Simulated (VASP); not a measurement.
Output of a VASP run:

OUTCAR:
```
 ion  position               nearest neighbor table
   1  0.000  0.000  0.000-
  LATTYP: Found a face centered cubic cell.
 ALAT       =     6.0800000000
 Subroutine PRICEL returns:
 Original cell was already a primitive cell.
 Subroutine GETGRP returns: Found 48 space group operations
The static configuration has the point symmetry O_h .
The dynamic configuration has the point symmetry O_h .
 Subroutine INISYM returns: Found 48 space group operations
 Subroutine IBZKPT returns following result:
 Found     35 irreducible k-points:

 Following reciprocal coordinates:
            Coordinates               Weight
  0.000000  0.000000  0.000000      1.000000
  0.111111  0.000000  0.000000      8.000000
  0.222222  0.000000  0.000000      8.000000
  0.333333  0.000000  0.000000      8.000000
  0.444444  0.000000  0.000000      8.000000
  0.111111  0.111111  0.000000      6.000000
  0.222222  0.111111  0.000000     24.000000
  0.333333  0.111111  0.000000     24.000000
  0.444444  0.111111  0.000000     24.000000
 -0.444444  0.111111  0.000000     24.000000
 -0.333333  0.111111  0.000000     24.000000
 -0.222222  0.111111  0.000000     24.000000
 -0.111111  0.111111  0.000000     12.000000
  0.222222  0.222222  0.000000      6.000000
  0.333333  0.222222  0.000000     24.000000
  0.444444  0.222222  0.000000     24.000000
 -0.444444  0.222222  0.000000     24.000000
 -0.333333  0.222222  0.000000     24.000000
 -0.222222  0.222222  0.000000     12.000000
  0.333333  0.333333  0.000000      6.000000
  0.444444  0.333333  0.000000     24.000000
 -0.444444  0.333333  0.000000     24.000000
 -0.333333  0.333333  0.000000     12.000000
  0.444444  0.444444  0.000000      6.000000
 -0.444444  0.444444  0.000000     12.000000
  0.333333  0.222222  0.111111     24.000000
  0.444444  0.222222  0.111111     48.000000
 -0.444444  0.222222  0.111111     48.000000
  0.444444  0.333333  0.111111     24.000000
 -0.444444  0.333333  0.111111     48.000000
 -0.333333  0.333333  0.111111     48.000000
 -0.222222  0.333333  0.111111     24.000000
 -0.444444  0.444444  0.111111     24.000000
 -0.333333  0.444444  0.111111     24.000000
 -0.333333  0.444444  0.222222     24.000000
   k-points           NKPTS =     35   k-points in BZ     NKDIM =     35   number of bands    NBANDS=      9
   number of dos      NEDOS =    301   number of ions     NIONS =      1
   total plane-waves  NPLWV =  32768
   dimension x,y,z NGX =    32 NGY =   32 NGZ =   32
   dimension x,y,z NGXF=    64 NGYF=   64 NGZF=   64
   ions per type =               1
   PREC   = accura    normal or accurate (medium, high low for compatibility)
   ISTART =      0    job   : 0-new  1-cont  2-samecut
   ICHARG =      2    charge: 1-file 2-atom 10-const
   ISPIN  =      1    spin polarized calculation?
   LNONCOLLINEAR =      F non collinear calculations
   LSORBIT =      F    spin-orbit coupling
   INIWAV =      1    electr: 0-lowe 1-rand  2-diag
   ENCUT  =  520.0 eV  38.22 Ry    6.18 a.u.   7.99  7.99  7.99*2*pi/ulx,y,z
   NELM   =    100;   NELMIN=  2; NELMDL= -5     # of ELM steps
   EDIFF  = 0.1E-05   stopping-criterion for ELM
   LREAL  =      F    real-space projection
   NLSPLINE    = F    spline interpolate recip. space projectors
   LMAXMIX     =    4 max onsite mixed and CHGCAR
   VOSKOWN=      0    Vosko Wilk Nusair interpolation
   EDIFFG = -.1E-01   stopping-criterion for IOM
   NSW    =     60    number of steps for IOM
   NBLOCK =      1;   KBLOCK =     60    inner block; outer block
   IBRION =      2    ionic relax: 0-MD 1-quasi-New 2-CG
   NFREE  =      1    steps in history (QN), initial steepest desc. (CG)
   ISIF   =      3    stress and relaxation
   ISYM   =      2    0-nonsym 1-usesym 2-fastsym
   TEIN   =    0.0    initial temperature
   TEBEG  =    0.0;   TEEND  =   0.0 temperature during run
   SMASS  =  -3.00    Nose mass-parameter (am)
...
```

### OSZICAR
```
       N       E                     dE             d eps       ncg     rms          rms(c)
DAV:   1     0.370758951906E+02    0.37076E+02   -0.49515E+03   630   0.960E+02
DAV:   2    -0.818138476171E-01   -0.37158E+02   -0.36867E+02   702   0.167E+02
DAV:   3    -0.156874380206E+01   -0.14869E+01   -0.14799E+01   918   0.274E+01
DAV:   4    -0.163192694239E+01   -0.63183E-01   -0.63136E-01   986   0.488E+00
DAV:   5    -0.163268670103E+01   -0.75976E-03   -0.75952E-03   966   0.401E-01    0.104E+01
DAV:   6    -0.163470842749E+01   -0.20217E-02   -0.57657E-03   787   0.103E+00    0.598E+00
DAV:   7    -0.163671447758E+01   -0.20061E-02   -0.13021E-02   745   0.142E+00    0.255E-01
DAV:   8    -0.163695062922E+01   -0.23615E-03   -0.18288E-03   992   0.281E-01    0.995E-02
DAV:   9    -0.163698422351E+01   -0.33594E-04   -0.39559E-05   900   0.652E-02    0.613E-02
DAV:  10    -0.163700571007E+01   -0.21487E-04   -0.23961E-05   699   0.385E-02    0.285E-02
DAV:  11    -0.163700525005E+01    0.46002E-06   -0.59665E-07   545   0.713E-03
   1 F= -.16370053E+01 E0= -.16373155E+01  d E =-.163701E+01
       N       E                     dE             d eps       ncg     rms          rms(c)
DAV:   1    -0.167607922536E+01   -0.39074E-01   -0.92581E-01   759   0.796E+00    0.132E+00
DAV:   2    -0.164689399512E+01    0.29185E-01   -0.71459E-02   692   0.261E+00    0.571E-01
DAV:   3    -0.163762623780E+01    0.92678E-02   -0.56207E-02   943   0.149E+00    0.441E-01
DAV:   4    -0.163876263522E+01   -0.11364E-02   -0.11502E-03   732   0.330E-01    0.203E-01
DAV:   5    -0.163958649704E+01   -0.82386E-03   -0.26863E-03   875   0.309E-01    0.352E-02
DAV:   6    -0.163960072025E+01   -0.14223E-04   -0.40309E-05   843   0.626E-02    0.140E-02
DAV:   7    -0.163960022969E+01    0.49056E-06   -0.43989E-06   741   0.213E-02
   2 F= -.16396002E+01 E0= -.16400779E+01  d E =-.259498E-02
       N       E                     dE             d eps       ncg     rms          rms(c)
DAV:   1    -0.166210387381E+01   -0.22503E-01   -0.55707E-01   753   0.618E+00    0.104E+00
DAV:   2    -0.164452779337E+01    0.17576E-01   -0.43430E-02   680   0.204E+00    0.448E-01
DAV:   3    -0.163888975015E+01    0.56380E-02   -0.32506E-02   941   0.114E+00    0.343E-01
DAV:   4    -0.163962292302E+01   -0.73317E-03   -0.77687E-04   739   0.246E-01    0.162E-01
DAV:   5    -0.164011652891E+01   -0.49361E-03   -0.18542E-03   859   0.253E-01    0.268E-02
DAV:   6    -0.164011820109E+01   -0.16722E-05   -0.18398E-05   734   0.407E-02    0.134E-02
DAV:   7    -0.164011813416E+01    0.66925E-07   -0.21747E-06   587   0.174E-02
   3 F= -.16401181E+01 E0= -.16406859E+01  d E =-.311288E-02
```

OUTCAR:
```
------------------------ aborting loop because EDIFF is reached ----------------------------------------
  FORCE on cell =-STRESS in cart. coord.  units (eV):
  Direction    XX          YY          ZZ          XY          YZ          ZX
  --------------------------------------------------------------------------------------
  Total        0.0093768      0.0093768      0.0093768     -0.0000000      0.0000000      0.0000000
  in kB        0.2786382      0.2786382      0.2786382     -0.0000000      0.0000000      0.0000000
  external PRESSURE =       0.2786382 kB  Pullay stress =       0.0000000 kB
  volume of cell :       53.92
      direct lattice vectors                 reciprocal lattice vectors
     0.000000000  2.998455365  2.998455365    -0.166752524  0.166752524  0.166752524
     2.998455365 -0.000000000  2.998455365     0.166752524 -0.166752524  0.166752524
     2.998455365  2.998455365  0.000000000     0.166752524  0.166752524 -0.166752524
 POSITION                                       TOTAL-FORCE (eV/Angst)
 -----------------------------------------------------------------------------------
      0.00000     -0.00000      0.00000        -0.000000      0.000000      0.000000
 -----------------------------------------------------------------------------------
    total drift:                                0.000000      0.000000      0.000000
  FREE ENERGIE OF THE ION-ELECTRON SYSTEM (eV)
  ---------------------------------------------------
  free  energy   TOTEN  =        -1.6401181342 eV

  energy  without entropy=       -1.6418215468  energy(sigma->0) =       -1.64068594

 reached required accuracy - stopping structural energy minimisation
```
(Selected blocks of OUTCAR.)

POSCAR:
```
Sr
1
    0.0000000000     3.0400000000     3.0400000000
    3.0400000000     0.0000000000     3.0400000000
    3.0400000000     3.0400000000     0.0000000000
Sr
1
Direct
  0.0000000000   0.0000000000   0.0000000000
```

Q: Write an INCAR and KPOINTS that could have produced this output.

A: This is not unique; one that fits is the input of the run itself, PW91 GGA, plane waves, VASP's PBE PAW potentials (set 64).

**KPOINTS**
```
Automatic mesh
0
Gamma
9 9 9
0 0 0
```

### INCAR
```
ALGO = Normal
EDIFF = 1E-6
EDIFFG = -0.01
ENCUT = 520
GGA = 91
IBRION = 2
ISIF = 3
ISMEAR = 1
LASPH = .TRUE.
LCHARG = .FALSE.
LMAXMIX = 4
LREAL = .FALSE.
LWAVE = .FALSE.
NELM = 100
NSW = 60
PREC = Accurate
SIGMA = 0.1
SYSTEM = Sr
```

POTCAR, in this order: Sr_sv (PBE.64 set). Program: vasp_std.

Energy and stress use the plane-wave basis of the starting cell.

The compound is Sr in the fcc structure. This run relaxes it. Symmetry was kept, so distortions that lower it aren't found.
